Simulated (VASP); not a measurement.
# Cr3Pd (Pm-3m) in VASP: a series of runs

Runs on Cr3Pd. Level: PBEsol. Tasks: single point, relaxation of cell and atoms.

Program: VASP 6.6.1. These are calculated values, not measurements. Logs are shortened: lines on timing, memory, paths and dates and some standing lists are left out, and cuts for length are marked.

## (1) The crystal as given

Symmetry: Pm-3m, No. 221, cubic system. The conventional cell has a = 3.647 Å, b = 3.647 Å, c = 3.647 Å, α = 90.00°, β = 90.00°, γ = 90.00°. Cr (site symmetry 4/mmm) has 8 Cr at 2.58 Å and 4 Pd at 2.58 Å as nearest neighbours. Pd (site symmetry m-3m) has 12 Cr at 2.58 Å as nearest neighbours.

The cell was built by a generator and needn't be a form met in nature.

## (2) Single point, PBEsol

Contents of INCAR:

```
PREC = Accurate
ENCUT = 520
EDIFF = 1E-7
ISMEAR = 0
SIGMA = 0.1
LREAL = F
LASPH = T
NELM = 100
ALGO = Normal
ISIF = 2
LWAVE = F
LCHARG = F
GGA = PS
NBANDS = 31
```

Contents of KPOINTS:

```
Automatic mesh
0
Gamma
  6 6 6
```

Contents of POSCAR:

```
Cr3Pd
1.0
    3.6471106664      0.0000000000      0.0000000000
    0.0000000000      3.6471106664      0.0000000000
    0.0000000000      0.0000000000      3.6471106664
Cr Pd
3 1
Direct
    0.0000000000      0.5000000000      0.5000000000
    0.5000000000      0.0000000000      0.5000000000
    0.5000000000      0.5000000000      0.0000000000
    0.0000000000      0.0000000000      0.0000000000
```

Potentials or basis: VASP PAW PBE potentials, release 64 (Cr_pv, Pd).

Command:

```bash
$ cat potpaw_PBE.64/Cr_pv/POTCAR potpaw_PBE.64/Pd/POTCAR > POTCAR
$ mpirun -np 1 vasp_std > vasp.out
```

OUTCAR:

```text
PREC = Accurate
   ENCUT = 520
   EDIFF = 1E-7
   ISMEAR = 0
   LREAL = F
   LASPH = T
   NELM = 100
   ISIF = 2
   GGA = PS

 ion  position               nearest neighbor table
   1  0.000  0.500  0.500-   2 2.58   3 2.58   4 2.58   3 2.58   4 2.58   2 2.58   4 2.58   4 2.58
                             2 2.58   3 2.58   3 2.58   2 2.58
   2  0.500  0.000  0.500-   1 2.58   3 2.58   4 2.58   3 2.58   4 2.58   1 2.58   3 2.58   3 2.58
                             1 2.58   4 2.58   4 2.58   1 2.58
   3  0.500  0.500  0.000-   1 2.58   2 2.58   4 2.58   1 2.58   2 2.58   2 2.58   4 2.58   2 2.58
                             1 2.58   4 2.58   1 2.58   4 2.58
   4  0.000  0.000  0.000-   1 2.58   2 2.58   3 2.58   1 2.58   2 2.58   1 2.58   3 2.58   1 2.58
                             2 2.58   3 2.58   2 2.58   3 2.58

  LATTYP: Found a simple cubic cell.
 ALAT       =     3.6471106664

  Lattice vectors:

 A1 = (   3.6471106664,   0.0000000000,   0.0000000000)
 A2 = (   0.0000000000,   3.6471106664,   0.0000000000)
 A3 = (   0.0000000000,   0.0000000000,   3.6471106664)

Analysis of symmetry for initial positions (statically):
=====================================================================
 Subroutine PRICEL returns:
 Original cell was already a primitive cell.

 Routine SETGRP: Setting up the symmetry group for a
 simple cubic supercell.

 Subroutine GETGRP returns: Found 48 space group operations
 (whereof 48 operations were pure point group operations)
 out of a pool of 48 trial point group operations.

The static configuration has the point symmetry O_h .

Analysis of symmetry for dynamics (positions and initial velocities):
=====================================================================
 Subroutine PRICEL returns:
 Original cell was already a primitive cell.

 Routine SETGRP: Setting up the symmetry group for a
 simple cubic supercell.

 Subroutine GETGRP returns: Found 48 space group operations
 (whereof 48 operations were pure point group operations)
 out of a pool of 48 trial point group operations.

The dynamic configuration has the point symmetry O_h .

 Subroutine INISYM returns: Found 48 space group operations
 (whereof 48 operations are pure point group operations),
 and found     1 'primitive' translations

----------------------------------------------------------------------------------------

                                     Primitive cell

  volume of cell :      48.5117

  direct lattice vectors                    reciprocal lattice vectors
     3.647110666  0.000000000  0.000000000     0.274189651  0.000000000  0.000000000
     0.000000000  3.647110666  0.000000000     0.000000000  0.274189651  0.000000000
     0.000000000  0.000000000  3.647110666     0.000000000  0.000000000  0.274189651

  length of vectors
     3.647110666  3.647110666  3.647110666     0.274189651  0.274189651  0.274189651

  position of ions in fractional coordinates (direct lattice)
     0.000000000  0.500000000  0.500000000
     0.500000000  0.000000000  0.500000000
     0.500000000  0.500000000  0.000000000
     0.000000000  0.000000000  0.000000000

  ion indices of the primitive-cell ions
   primitive index   ion index
                 1           1
                 2           2
                 3           3
                 4           4

----------------------------------------------------------------------------------------

 KPOINTS: Automatic mesh

Automatic generation of k-mesh.
 Grid dimensions read from file:
 generate k-points for:    6    6    6

 Generating k-lattice:

  Cartesian coordinates                     Fractional coordinates (reciprocal lattice)
     0.045698275  0.000000000  0.000000000     0.166666667  0.000000000  0.000000000
     0.000000000  0.045698275  0.000000000     0.000000000  0.166666667  0.000000000
     0.000000000  0.000000000  0.045698275     0.000000000  0.000000000  0.166666667

  Length of vectors
     0.045698275  0.045698275  0.045698275

  Shift w.r.t. Gamma in fractional coordinates (k-lattice)
     0.000000000  0.000000000  0.000000000

 Subroutine IBZKPT returns following result:
 ===========================================

 Found     20 irreducible k-points:

 Following reciprocal coordinates:
            Coordinates               Weight
  0.000000  0.000000  0.000000      1.000000
  0.166667  0.000000  0.000000      6.000000
  0.333333  0.000000  0.000000      6.000000
  0.500000  0.000000  0.000000      3.000000
  0.166667  0.166667  0.000000     12.000000
  0.333333  0.166667  0.000000     24.000000
[... 12 lines left out ...]
  0.500000  0.500000  0.333333      6.000000
  0.500000  0.500000  0.500000      1.000000
   k-points           NKPTS =     20   k-points in BZ     NKDIM =     20   number of bands    NBANDS=     31
   number of dos      NEDOS =    301   number of ions     NIONS =      4
   total plane-waves  NPLWV =  21952
   dimension x,y,z NGX =    28 NGY =   28 NGZ =   28
   dimension x,y,z NGXF=    56 NGYF=   56 NGZF=   56
   ions per type =               3   1
   NGX,Y,Z   is equivalent  to a cutoff of  12.76, 12.76, 12.76 a.u.
   NGXF,Y,Z  is equivalent  to a cutoff of  25.53, 25.53, 25.53 a.u.
 SYSTEM =  unknown system
   PREC   = accura    normal or accurate (medium, high low for compatibility)
   ISTART =      0    job   : 0-new  1-cont  2-samecut
   ICHARG =      2    charge: 1-file 2-atom 10-const
   ISPIN  =      1    spin polarized calculation?
   LNONCOLLINEAR =      F non collinear calculations
   LSORBIT =      F    spin-orbit coupling
   LASPH  =      T    aspherical Exc in radial PAW
   ENCUT  =  520.0 eV  38.22 Ry    6.18 a.u.   6.78  6.78  6.78*2*pi/ulx,y,z
   NELM   =    100;   NELMIN=  2; NELMDL= -5     # of ELM steps
   EDIFF  = 0.1E-06   stopping-criterion for ELM
   LREAL  =      F    real-space projection
   EDIFFG = 0.1E-05   stopping-criterion for IOM
   NSW    =      0    number of steps for IOM
   IBRION =     -1    ionic relax: 0-MD 1-quasi-New 2-CG
   NFREE  =      0    steps in history (QN), initial steepest desc. (CG)
   ISIF   =      2    stress and relaxation
   ISYM   =      2    0-nonsym 1-usesym 2-fastsym
   POTIM  = 0.5000    time-step for ionic-motion
   TEBEG  =    0.0;   TEEND  =   0.0 temperature during run
   PSTRESS=    0.0 pullay stress
   NELECT =      46.0000    total number of electrons
   NUPDOWN=      -1.0000    fix difference up-down
   EMIN   =  10.00;   EMAX   =-10.00  energy-range for DOS
   EFERMI =   0.00;   METHOD = LEGACY
   ISMEAR =     0;   SIGMA  =   0.10  broadening in eV -4-tet -1-fermi 0-gaus
   EFERMI_NEDOS =   21; number of points for ismear=-14 and -15
   IALGO  =     38    algorithm
   IMIX   =      4    mixing-type and parameters
     AMIX     =   0.40;   BMIX     =  1.00
     AMIX_MAG =   1.60;   BMIX_MAG =  1.00
  volume/ion in A,a.u.               =      12.13        81.84
  Fermi-wavevector in a.u.,A,eV,Ry     =   1.608342  3.039326 35.195076  2.586765
  Thomas-Fermi vector in A             =   2.704227
   LORBIT       =      0    0 simple, 1 ext, 2 COOP (PROOUT), +10 PAW based schemes
   GGA     = PS    functional components
   LHFCALC =     F    Hartree Fock is set to
   AEXX    =    0.0000 exact exchange contribution
   IVDW    =     0    specifies the selected vdW correction
   LEPSILON=     F    determine dielectric tensor
   LRPA    =     F    only Hartree local field effects (RPA)
 non-spin polarized calculation
 Gauss-broadening in eV      SIGMA  =   0.10
  energy-cutoff  :      520.00
  volume of cell :       48.51
 maximum number of plane-waves:      1328
 NGX is ok and might be reduce to    28
   NGX = 13   NGY = 13   NGZ = 13

 number of electron      46.0000014 magnetization

 Free energy of the ion-electron system (eV)
  ---------------------------------------------------
  ext. energy  EPLUGINS =         0.00000000
  ---------------------------------------------------
  free energy    TOTEN  =       -35.70680092 eV

  energy without entropy =      -35.67719263  energy(sigma->0) =      -35.69199678

 E-fermi :  10.8776     XC(G=0): -13.8218

 val. band max:       10.8759802769   @ k =   0.3333   0.3333   0.1667
 cond. band min:      10.8873713990   @ k =   0.5000   0.0000   0.0000
 fundamental gap:      0.0113911221
 Fermi energy:        10.8775725538

 k-point     1 :       0.0000    0.0000    0.0000
  band No.  band energies     occupation
      1     -32.0545      2.00000
      2     -32.0545      2.00000
      3     -32.0545      2.00000
      4     -31.7526      2.00000
      5     -31.7526      2.00000
      6     -31.7526      2.00000
[... 23 lines left out ...]
     30      13.6057      0.00000
     31      14.2716      0.00000

 k-point     2 :       0.1667    0.0000    0.0000
  band No.  band energies     occupation
      1     -32.0348      2.00000
      2     -32.0348      2.00000
      3     -32.0243      2.00000
      4     -31.7595      2.00000
      5     -31.7595      2.00000
      6     -31.7555      2.00000
[... 23 lines left out ...]
     30      13.1282      0.00000
     31      13.6064      0.00000

 k-point     3 :       0.3333    0.0000    0.0000
  band No.  band energies     occupation
      1     -31.9875      2.00000
      2     -31.9875      2.00000
      3     -31.9415      2.00000
      4     -31.7806      2.00000
      5     -31.7806      2.00000
      6     -31.7613      2.00000
[... 23 lines left out ...]
     30      12.7276      0.00000
     31      13.6077      0.00000

 k-point     4 :       0.5000    0.0000    0.0000
  band No.  band energies     occupation
      1     -31.9560      2.00000
      2     -31.9560      2.00000
      3     -31.8609      2.00000
      4     -31.7987      2.00000
      5     -31.7987      2.00000
      6     -31.7642      2.00000
[... 23 lines left out ...]
     30      12.6876      0.00000
     31      13.6083      0.00000

 k-point     5 :       0.1667    0.1667    0.0000
  band No.  band energies     occupation
      1     -32.0475      2.00000
      2     -32.0147      2.00000
      3     -31.9703      2.00000
      4     -31.7959      2.00000
      5     -31.7649      2.00000
      6     -31.7280      2.00000
[... 23 lines left out ...]
     30      13.3461      0.00000
     31      14.6691      0.00000
[... 406 lines left out ...]
     30      13.3147      0.00000
     31      14.6986      0.00000

 k-point    18 :       0.5000    0.3333    0.3333
  band No.  band energies     occupation
      1     -32.1299      2.00000
      2     -32.0141      2.00000
      3     -31.9994      2.00000
      4     -31.9705      2.00000
      5     -31.6554      2.00000
      6     -31.6108      2.00000
[... 23 lines left out ...]
     30      12.9923      0.00000
     31      13.1875      0.00000

 k-point    19 :       0.5000    0.5000    0.3333
  band No.  band energies     occupation
      1     -32.1594      2.00000
      2     -32.0380      2.00000
      3     -32.0048      2.00000
      4     -32.0048      2.00000
      5     -31.6046      2.00000
      6     -31.6046      2.00000
[... 23 lines left out ...]
     30      13.3976      0.00000
     31      13.4000      0.00000

 k-point    20 :       0.5000    0.5000    0.5000
  band No.  band energies     occupation
      1     -32.1999      2.00000
      2     -32.0358      2.00000
      3     -32.0358      2.00000
      4     -32.0358      2.00000
      5     -31.5737      2.00000
      6     -31.5737      2.00000
[... 23 lines left out ...]
     30      12.6655      0.00000
     31      13.2709      0.00000

------------------------ aborting loop because EDIFF is reached ----------------------------------------

  FORCE on cell =-STRESS in cart. coord.  units (eV):
  Direction    XX          YY          ZZ          XY          YZ          ZX
  --------------------------------------------------------------------------------------
  -------------------------------------------------------------------------------------
  Total       -0.1542530     -0.1542530     -0.1542530      0.0000000     -0.0000000      0.0000000
  in kB       -5.0944510     -5.0944510     -5.0944510      0.0000000     -0.0000000      0.0000000
  external PRESSURE =      -5.0944510 kB  Pullay stress =       0.0000000 kB

 VOLUME and BASIS-vectors are now :
 -----------------------------------------------------------------------------
  energy-cutoff  :      520.00
  volume of cell :       48.51
      direct lattice vectors                 reciprocal lattice vectors
     3.647110666  0.000000000  0.000000000     0.274189651  0.000000000  0.000000000
     0.000000000  3.647110666  0.000000000     0.000000000  0.274189651  0.000000000
     0.000000000  0.000000000  3.647110666     0.000000000  0.000000000  0.274189651

 POSITION                                       TOTAL-FORCE (eV/Angst)
 -----------------------------------------------------------------------------------
      0.00000      1.82356      1.82356         0.000000      0.000000      0.000000
      1.82356      0.00000      1.82356         0.000000      0.000000      0.000000
      1.82356      1.82356      0.00000         0.000000      0.000000      0.000000
      0.00000      0.00000      0.00000         0.000000      0.000000      0.000000
 -----------------------------------------------------------------------------------
    total drift:                                0.000000      0.000000      0.000000

  FREE ENERGIE OF THE ION-ELECTRON SYSTEM (eV)
  ---------------------------------------------------
  free  energy   TOTEN  =       -35.7068009239 eV

  energy  without entropy=      -35.6771926286  energy(sigma->0) =      -35.69199678
```

Wall time 37 s (1 thread of Intel Xeon Platinum 8259CL at 2.50GHz (Skylake/Cascade Lake), shared host); peak memory 0.17 GiB.

What came out:

| Property | Result |
| --- | --- |
| Free energy | -35.7068 eV |
| Pressure | -0.5 GPa |
| Band gap on the k mesh | none (metal or under the smearing width) |

Levels at points of the mesh, in eV from the Fermi level:
| k point | band 18 | band 19 | band 20 | band 21 | band 22 | band 23 | band 24 | band 25 | band 26 | band 27 |
| --- | --- | --- | --- | --- | --- | --- | --- | --- | --- | --- |
| (0.00, 0.00, 0.00) | -1.29 | -1.29 | 0.19 | 0.19 | 1.85 | 1.85 | 1.85 | 1.93 | 1.93 | 2.32 |
| (0.50, 0.00, 0.00) | -2.02 | -1.65 | -1.65 | -0.02 | 0.01 | 0.01 | 0.59 | 0.71 | 0.77 | 0.77 |
| (0.50, 0.50, 0.00) | -1.84 | -1.68 | -1.60 | -1.37 | -1.37 | 0.32 | 0.32 | 0.37 | 0.39 | 0.39 |
| (0.50, 0.50, 0.50) | -1.49 | -0.64 | -0.64 | -0.64 | 0.56 | 0.56 | 0.56 | 0.70 | 1.71 | 1.71 |

Caveat: the PAW data sets were made with another functional, which shifts forces and pressure a little.

## (3) Relaxation of cell and atoms, PBEsol

This run uses another cell than the first one, of 12.56 Å³/atom, 1.035 times its volume.

Contents of INCAR:

```
SYSTEM = Cr3Pd
PREC = Accurate
ENCUT = 600
EDIFF = 1E-6
ISMEAR = 0
SIGMA = 0.1
LREAL = .False.
LASPH = .True.
NELM = 100
ALGO = Normal
ISIF = 3
LWAVE = .False.
LCHARG = .False.
GGA = PS
IBRION = 2
NSW = 100
EDIFFG = -0.05
```

Contents of KPOINTS:

```
regular mesh
0
Gamma
  6 6 6
  0 0 0
```

Contents of POSCAR:

```
Cr3Pd
1.0
    3.6897043949      0.0000000000      0.0000000000
    0.0000000000      3.6897043949      0.0000000000
    0.0000000000      0.0000000000      3.6897043949
Cr Pd
3 1
Direct
    0.0000000000      0.5000000000      0.5000000000
    0.5000000000      0.0000000000      0.5000000000
    0.5000000000      0.5000000000      0.0000000000
    0.0000000000      0.0000000000      0.0000000000
```

Potentials or basis: VASP PAW PBE potentials, release 64 (Cr_pv, Pd).

Command:

```bash
$ cat potpaw_PBE.64/Cr_pv/POTCAR potpaw_PBE.64/Pd/POTCAR > POTCAR
$ mpirun -np 1 vasp_std > vasp.out
```

Run time: 2.1 min. Hardware: 1 thread of Intel Xeon Platinum 8259CL at 2.50GHz (Skylake/Cascade Lake), shared host; peak memory 0.19 GiB.

Results (log left out):

* Free energy: -35.7084 eV
* Relaxed volume: 12.11 Å³/atom
* Relaxed cell: a = 3.645 Å, b = 3.645 Å, c = 3.645 Å, α = 90.00°, β = 90.00°, γ = 90.00°
* Space group after relaxing (to 0.05 Å): Pm-3m (No. 221)
* Energy gained by relaxing: 13.1 meV/atom
* Ionic steps: 3
* Pressure after relaxing: -0.2 GPa
* Band gap on the k mesh: none (metal or under the smearing width)

Step by step:
```tsv
step	energy change (eV)	largest force (eV/Å)	pressure (GPa)	volume (Å³)
1	0.0000	0.0000	-8.86	50.23
2	0.1234	0.0000	19.60	45.35
3	-0.0522	0.0000	-0.17	48.44
```

Final structure:
```
Cr Pd
1.0
     3.64528    0.00000    0.00000
     0.00000    3.64528    0.00000
     0.00000    0.00000    3.64528
Cr Pd
3 1
Direct
  0.00000 0.50000 0.50000
  0.50000 0.00000 0.50000
  0.50000 0.50000 0.00000
  0.00000 0.00000 0.00000
```

Levels at points of the mesh, in eV from the Fermi level:
```
           k point  band 19  band 20  band 21  band 22  band 23  band 24  band 25  band 26
(0.00, 0.00, 0.00)    -1.29     0.19     0.19     1.85     1.85     1.85     1.93     1.93
(0.50, 0.00, 0.00)    -1.65    -1.65    -0.02     0.01     0.01     0.59     0.71     0.77
(0.50, 0.50, 0.00)    -1.68    -1.61    -1.37    -1.37     0.32     0.32     0.37     0.40
(0.50, 0.50, 0.50)    -0.64    -0.64    -0.64     0.56     0.56     0.56     0.70     1.71
```

Caveat: the PAW data sets were made with another functional, which shifts forces and pressure a little; the relaxation stopped at a loose force limit of 0.05 eV/Å, so its end isn't a converged minimum. Spin polarisation is off, so any magnetic state and its effect on volume and gap are missing.
